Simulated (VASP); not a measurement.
These are PBE GGA, VASP's PBE PAW potentials (set 64) (plane waves; VASP) values and carry that method's errors.

Input for VASP

**POSCAR**
```
Cu
1.0
  0.0000000000   1.8157517255   1.8157517255
  1.8157517255   0.0000000000   1.8157517255
  1.8157517255   1.8157517255   0.0000000000
Cu
1
Cartesian
  0.0000000000   0.0000000000   0.0000000000
```

**INCAR**
```
ISIF = 2   # forces and stress, cell fixed
SIGMA = 0.1   # width (eV)
LREAL = F   # projection in real space or not
NSW = 20   # most ionic steps
LCHARG = F
ENCUT = 400
LWAVE = F
EDIFF = 1E-5   # SCF stop (eV)
LASPH = T
NELMIN = 4
ALGO = Fast
SYSTEM = Cu
LMAXMIX = 4
IBRION = 2
EDIFFG = -0.03   # ionic stop
GGA = PE   # PBE
NELM = 100
PREC = Normal
ISMEAR = 1
```

File KPOINTS:
```
Automatic mesh
0
Gamma
19 19 19
0 0 0
```

POTCAR, in this order: Cu (PBE.64 set). Program: vasp_std.

**Question.** Predict the energy per atom (σ→0), band gap (on the k-mesh).

**Answer.** 
| Property | Result |
|---|---|
| energy per atom (σ→0) | -3.727 eV/atom |
| band gap (on the k-mesh) | none (metal, semimetal or under 0.01 eV) |

OSZICAR:
```
...
RMM:   7    -0.373737437300E+01    0.33550E+00   -0.10205E+00  3975   0.260E+01    0.105E+00
RMM:   8    -0.372850370037E+01    0.88707E-02   -0.30613E-02  3965   0.219E+00    0.342E-01
RMM:   9    -0.372665965412E+01    0.18440E-02   -0.91780E-03  4015   0.252E+00    0.316E-02
RMM:  10    -0.372683143012E+01   -0.17178E-03   -0.13643E-03  4218   0.461E-01    0.211E-02
RMM:  11    -0.372688822689E+01   -0.56797E-04   -0.34268E-04  3974   0.457E-01    0.637E-02
RMM:  12    -0.372683690733E+01    0.51320E-04   -0.10225E-04  3851   0.221E-01    0.333E-03
RMM:  13    -0.372683969397E+01   -0.27866E-05   -0.27458E-05  3085   0.647E-02
   1 F= -.37268397E+01 E0= -.37266954E+01  d E =-.372684E+01
```

The compound is Cu in the fcc structure. It was relaxed first.
